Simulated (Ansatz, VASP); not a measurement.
Given: the input of a run of VASP 6.6.1 on HPbNO4. The cell comes from a database or a generator and needn't be the stable form of this composition.

INCAR

```
ALGO = Normal
EDIFF = 1E-7
ENCUT = 520
GGA = PE
ISIF = 2
ISMEAR = -1
KPAR = 4
LASPH = True
LCHARG = False
LREAL = False
LWAVE = False
NBANDS = 31
NELM = 80
PREC = Accurate
SIGMA = 0.05
```

The input KPOINTS:

```
k-points
0
Gamma
  8 6 6
```

The input POSCAR:

```
HPbNO4
1.0
    4.2753100000     -0.0004000000      0.0063600000
   -2.0839900000      5.2077500000     -0.0490700000
   -2.1237700000     -1.8657400000      4.9149100000
H Pb N O
1 1 1 4
Direct
    0.9907300000      0.0333000000      0.9099400000
    0.5027400000      0.8198900000      0.1428700000
    0.0083800000      0.4740800000      0.5026500000
    0.9981600000      0.9274100000      0.0287700000
    0.1946700000      0.7343500000      0.6085200000
    0.8167300000      0.3588200000      0.2455600000
    0.0138100000      0.3312100000      0.6521700000
```

Potentials or basis: VASP PAW PBE potentials, release 64 (H, Pb_d, N, O).

Launch:

```console
$ cat potpaw_PBE.64/H/POTCAR potpaw_PBE.64/Pb_d/POTCAR potpaw_PBE.64/N/POTCAR potpaw_PBE.64/O/POTCAR > POTCAR
$ mpirun -np 4 vasp_std > vasp.out
```

Q: Set up the same calculation for Ansatz 0.2.0. Potentials or basis there: all-electron LAPW, scalar-relativistic.

A: As run (cutoffs and basis follow the program's own potentials, and thresholds, step limits or extra output files can differ):

Contents of input.yaml:

```yaml
crystal:
  lattice:
    - [4.27531, -0.0004, 0.00636]
    - [-2.08399, 5.20775, -0.04907]
    - [-2.12377, -1.86574, 4.91491]
  atoms:
    - { symbol: H, position: [0.99073, 0.0333, 0.90994] }
    - { symbol: Pb, position: [0.50274, 0.81989, 0.14287] }
    - { symbol: "N", position: [0.00838, 0.47408, 0.50265] }
    - { symbol: O, position: [0.99816, 0.92741, 0.02877] }
    - { symbol: O, position: [0.19467, 0.73435, 0.60852] }
    - { symbol: O, position: [0.81673, 0.35882, 0.24556] }
    - { symbol: O, position: [0.01381, 0.33121, 0.65217] }
kpoints:
  mp_grid: { grid: [8, 6, 6] }
scf:
  occupations: { method: fermi_dirac, width: 0.05 }
hamiltonian:
  xc: pbe
  pseudopotentials: { kind: all_electron, lapw: { basis_error: 0.001 } }
output:
  forces: true
  stress: true
  eigenvalues: true
  populations: true
```

Potentials or basis: all-electron LAPW, scalar-relativistic.

Run with:

```sh
$ ansatz run input.yaml --threads 8 --pin off --max-ram 24576MiB --backend cpu --events-out ev --progress --plain --runs-dir out
```

Both were run:

|  | VASP | Ansatz |
| --- | --- | --- |
| Pressure | 0.6 GPa | -0.1 GPa |

Where Ansatz's input types no cutoff or centring, it takes its own default and a Γ-centred mesh.

Pressure is positive in compression.
